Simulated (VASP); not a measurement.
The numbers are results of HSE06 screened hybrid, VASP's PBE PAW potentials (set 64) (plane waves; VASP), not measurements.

VASP input:

### INCAR
```
SYSTEM = C63N
PREC = Normal
ENCUT = 400
EDIFF = 1E-5
NELM = 50
ALGO = Normal
LREAL = Auto
LASPH = .TRUE.
ISMEAR = 0
SIGMA = 0.05
GGA = PE
LWAVE = .FALSE.
LCHARG = .FALSE.
NELMIN = 4
ISYM = 0
NELECT = 258.0
HFSCREEN = 0.2
AEXX = 0.25
LHFCALC = .TRUE.
PRECFOCK = Fast
ISIF = 0
```

**POSCAR**
```
C63N
1
    7.1465551590     0.0000000000     0.0000000000
    0.0000000000     7.1465551590     0.0000000000
    0.0000000000     0.0000000000     7.1465551590
C N
63 1
Direct
  0.5011389941   0.9985157453   0.9985442305
  0.6253583870   0.1217160308   0.1217144311
  0.7508542160   0.2492353387   0.9982461779
  0.8783617636   0.3747245371   0.1217253994
  0.7508478975   0.9982269911   0.2492144004
  0.8783490590   0.1217227762   0.3747052870
  0.0000950930   0.9999634567   0.9999761789
  0.1265883940   0.1249109576   0.1249284944
  0.2511129516   0.2511345097   0.0006381532
  0.3771654086   0.3751132030   0.1270678219
  0.4999919711   0.5000811233   0.0016542442
  0.6249498916   0.6228897117   0.1270963810
  0.7489258717   0.7489320786   0.0006486162
  0.8751227400   0.8734568427   0.1249428714
  0.2511083579   0.0006138465   0.2511360750
  0.3771576761   0.1270750709   0.3750956704
  0.5067507429   0.2476489570   0.2476281314
  0.6489125643   0.3511149059   0.3511121360
  0.7523953998   0.4932865603   0.2476666248
  0.8729792644   0.6228918386   0.3751498090
  0.5000042975   0.0016876158   0.5000727916
  0.6249639791   0.1271010222   0.6229017944
  0.7524055917   0.2476689984   0.4932909914
  0.8730037361   0.3751276758   0.6229039986
  0.7489334005   0.0006625749   0.7489630683
  0.8751233788   0.1249512790   0.8735076862
  0.0015550691   0.4989501422   0.9985448189
  0.1258922272   0.6243511955   0.1266199009
  0.2497220296   0.7503612698   0.0022705614
  0.3757285202   0.8741612140   0.1266234783
  0.0018472513   0.2492136314   0.2492073362
  0.1262466466   0.3751863134   0.3751865048
  0.2521393248   0.4988251455   0.2534414687
  0.3717806712   0.6283180065   0.3842024762
  0.5012711739   0.7479399294   0.2534715132
  0.6248870547   0.8738453264   0.3752137137
  0.0015368276   0.9985361573   0.4989378378
  0.1258764120   0.1266011612   0.6243556306
  0.2521198961   0.2534245970   0.4988130675
  0.3717556347   0.3841348915   0.6283372364
  0.6159318622   0.6283317739   0.6283573869
  0.7466525511   0.7479680410   0.4988628629
  0.8734972367   0.8742112215   0.6243898048
  0.2497137760   0.0022738753   0.7503743876
  0.3757175677   0.1265956835   0.8741986099
  0.5012544635   0.2534280677   0.7479651554
  0.6248855561   0.3752062190   0.8738342653
  0.7466621291   0.4988381919   0.7479690795
  0.8735056030   0.6243678043   0.8742054444
  0.9994082449   0.7489199892   0.2511653194
  0.1243928916   0.8756512035   0.3754735397
  0.9984256542   0.5000764437   0.5000771415
  0.1226383586   0.6261326715   0.6261273306
  0.2469545303   0.7531489149   0.5014790611
  0.3739603166   0.8774952266   0.6261301477
  0.9994149358   0.2511534902   0.7489581204
  0.1244049215   0.3754687927   0.8756667126
  0.2469508199   0.5014489521   0.7531293486
  0.3739542179   0.6261248558   0.8774640369
  0.4986189552   0.7531493463   0.7531477698
  0.6246142599   0.8756629304   0.8756722799
  0.9978546953   0.7503848562   0.7503811527
  0.1244961632   0.8756158372   0.8756133446
  0.4759685229   0.5241189829   0.5241696883
```

KPOINTS:
```
Automatic
0
G
 1 1 1
0 0 0
```

POTCAR, in this order: C N (PBE.64 set). Program: vasp_gam. Read from the step before: WAVECAR.

The cell is charged, with a uniform compensating background. The supercell is sampled at Γ alone, which is coarse: total energies, pressure and levels can be off, energies of defects by several tenths of an eV.

**Question.** Predict the energy per atom (σ→0), largest force.

**Answer.** 
```
Item                            Result
---------------------  ---------------
energy per atom (σ→0)  -10.230 eV/atom
largest force               0.609 eV/Å
```

**OSZICAR**
```
...
DAV:   3    -0.654742296254E+03    0.19006E-01   -0.27146E-02   368   0.462E-01    0.131E+00
DAV:   4    -0.654737782262E+03    0.45140E-02   -0.67604E-03   360   0.213E-01    0.708E-01
DAV:   5    -0.654736255779E+03    0.15265E-02   -0.10834E-03   350   0.945E-02    0.386E-01
DAV:   6    -0.654735839145E+03    0.41663E-03   -0.47714E-04   366   0.591E-02    0.202E-01
DAV:   7    -0.654735724092E+03    0.11505E-03   -0.78965E-05   360   0.256E-02    0.110E-01
DAV:   8    -0.654735687074E+03    0.37018E-04   -0.20415E-05   230   0.153E-02    0.614E-02
DAV:   9    -0.654735677466E+03    0.96086E-05   -0.11090E-05   206   0.106E-02
   1 F= -.65473568E+03 E0= -.65473568E+03  d E =-.127685E-14
```

The cell is a supercell with a defect, built from C (diamond): N_C, charge -1. The cell's shape comes from a PBE relaxation. The run is not spin-polarised, so no state with unpaired spins was tried.
